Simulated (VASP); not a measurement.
Data:

```
CELL_PARAMETERS angstrom
      0.00000     2.78218     2.78218
      2.78218     0.00000     2.78218
      2.78218     2.78218     0.00000
ATOMIC_POSITIONS crystal
  Ca 0.00000 0.00000 0.00000
```

Level of theory: PBEsol GGA, VASP's PBE PAW potentials (set 64) (plane waves; VASP 6.6.1). Numerical set-up: 520 eV cut-off, 12×12×12 Γ-centred mesh, first-order Methfessel-Paxton smearing of 0.10 eV, potentials Ca_sv.

**Question.** Estimate the energy per atom (σ→0), band gap (on the k-mesh) with the smallest direct gap where there is one.

**Answer.** 
- band gap (on the k-mesh) = none (metal, semimetal or under 0.01 eV)
- energy per atom (σ→0) = -2.124 eV/atom

The absolute energy has meaning only against runs of the same code, potentials and settings.

The compound is Ca in the fcc structure. This cell is one point of a volume scan, at 1.06 of the reference volume.
